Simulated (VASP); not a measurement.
Input for VASP

POSCAR:
```
TiO2
1
    4.6023307248    -0.0000000000     0.0000000000
    0.0000000000     4.6023307248     0.0000000000
    0.0000000000     0.0000000000     2.9601607042
Ti O
2 4
Direct
  1.0000000000   0.0000000000   0.0000000000
  0.5000000000   0.5000000000   0.5000000000
  0.3045125053   0.3045125053   1.0000000000
  0.8045125053   0.1954874947   0.5000000000
  0.1954874947   0.8045125053   0.5000000000
  0.6954874947   0.6954874947   0.0000000000
```

**KPOINTS**
```
Regular mesh
0
Gamma
5 5 7
0 0 0
```

**INCAR**
```
SYSTEM=TiO2
PREC=Accurate; ENCUT=520; LREAL=.FALSE.
LASPH=.TRUE.
EDIFF=1E-8; NELM=100; ALGO=Normal
LMAXMIX=4; LMIXTAU=.TRUE.
ISMEAR=0; SIGMA=0.05
METAGGA=R2SCAN
IBRION=1; NSW=30; ISIF=2
EDIFFG=-0.001
LWAVE=.FALSE.; LCHARG=.FALSE.
```

POTCAR, in this order: Ti_sv O (PBE.64 set). Program: vasp_std.

Task: Write an equivalent input for Ansatz.

Result: One equivalent input (not run):
Ansatz 0.2 input:
```yaml
crystal:
  lattice:
    - [4.6023307, 0.0000000, 0.0000000]
    - [0.0000000, 4.6023307, 0.0000000]
    - [0.0000000, 0.0000000, 2.9601607]
  atoms:
    - { symbol: Ti, position: [1.0000000, 0.0000000, 0.0000000] }
    - { symbol: Ti, position: [0.5000000, 0.5000000, 0.5000000] }
    - { symbol: O, position: [0.3045125, 0.3045125, 1.0000000] }
    - { symbol: O, position: [0.8045125, 0.1954875, 0.5000000] }
    - { symbol: O, position: [0.1954875, 0.8045125, 0.5000000] }
    - { symbol: O, position: [0.6954875, 0.6954875, 0.0000000] }
kpoints:
  mp_grid: { grid: [5, 5, 7] }
hamiltonian:
  xc: r2scan
  pseudopotentials: { kind: paw }
scf:
  occupations: { method: gaussian, width: 0.05 }
  max_iter: 100
relax:
  max_steps: 30
  f_tol: 0.001
output: { forces: true, stress: true, eigenvalues: true }
```
What does not carry over: each code has its own PAW files, so the cut-off isn't converted (ENCUT is set for VASP's; basis.ecutwfc is left out, and Ansatz then takes the one that its files recommend); Ansatz stops its SCF on the density residual and VASP on the energy change (EDIFF).

The compound is TiO2 in the rutile structure. This run relaxes the ions in a fixed cell. Symmetry was kept, so distortions that lower it aren't found. The start is the result of an earlier pass.
